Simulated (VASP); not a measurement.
An input for Quantum ESPRESSO's pw.x (written as the equivalent of a VASP run, and not itself run):

```
&CONTROL
  calculation = 'vc-relax'
  pseudo_dir = './pseudo'
  outdir = './out'
  tprnfor = .true.
  tstress = .true.
  nstep = 60
  forc_conv_thr = 0.00039
/
&SYSTEM
  ibrav = 0
  nat = 1
  ntyp = 1
  ecutwfc = 74
  occupations = 'smearing'
  smearing = 'methfessel-paxton'
  degauss = 0.00735
  input_dft = 'vdw-df-cx'
/
&ELECTRONS
  conv_thr = 7.3e-08
  electron_maxstep = 100
/
&IONS
/
&CELL
/
ATOMIC_SPECIES
  W 183.840 W.upf
CELL_PARAMETERS angstrom
    -1.5800000    1.5800000    1.5800000
     1.5800000   -1.5800000    1.5800000
     1.5800000    1.5800000   -1.5800000
ATOMIC_POSITIONS crystal
  W    0.0000000  0.0000000  0.0000000
K_POINTS automatic
  15 15 15 0 0 0
```

Task: Translate this input to VASP (INCAR, KPOINTS, POSCAR, choice of POTCAR).

Result: One answer among several that fit: 
POSCAR:
```
W
1
   -1.5800000000     1.5800000000     1.5800000000
    1.5800000000    -1.5800000000     1.5800000000
    1.5800000000     1.5800000000    -1.5800000000
W
1
Direct
  0.0000000000   0.0000000000   0.0000000000
```

### KPOINTS
```
Regular mesh
0
G
  15 15 15
```

**INCAR**
```
! general
SYSTEM  =W
PREC    =Accurate
ENCUT   =520
LREAL   =F
LASPH   =T

! electronic loop
EDIFF   =1E-6
NELM    =100
ALGO    =Normal
LMAXMIX =6

! smearing
ISMEAR  =1
SIGMA   =0.1

! functional
GGA     =CX
LUSE_VDW=T
AGGAC   =0.0

! ions
IBRION  =2
NSW     =60
ISIF    =3
EDIFFG  =-0.01

! output
LWAVE   =F
LCHARG  =F
```

POTCAR, in this order: W_sv (PBE.64 set). Program: vasp_std.

What does not carry over: the potentials are each code's own (VASP's PAW set, PseudoDojo norm-conserving files in pw.x), so ENCUT and ecutwfc are chosen apart and not converted; conv_thr bounds pw.x's estimated SCF error, while EDIFF bounds the energy change between steps; forc_conv_thr acts on force components and is met together with etot_conv_thr.

The compound is W in the bcc structure. This run relaxes it. Symmetry was kept, so distortions that lower it aren't found.
